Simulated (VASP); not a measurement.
Input:

```
TiN
1.0
    0.00000     2.12439     2.12439
    2.12439     0.00000     2.12439
    2.12439     2.12439     0.00000
Ti N
1 1
Direct
  0.00000   0.00000   0.00000
  0.50000   0.50000   0.50000
```

Calculation: PBE GGA, VASP's PBE PAW potentials (set 64) (plane waves; VASP). Settings: 520 eV cut-off, 17×17×17 Γ-centred mesh, tetrahedra with Blöchl corrections, potentials Ti_sv N.

Q: What does the run give for the energy per atom (σ→0), band gap (on the k-mesh) with the smallest direct gap where there is one?

A: 
```json
{
 "band gap (on the k-mesh)": "none (metal, semimetal or under 0.01 eV)",
 "energy per atom (σ→0)": "-9819 meV/atom"
}
```

The absolute energy has meaning only against runs of the same code, potentials and settings.

The compound is TiN in the rock salt structure. It was relaxed first. The electron count is odd and the run is not spin-polarised, which forces a metal.
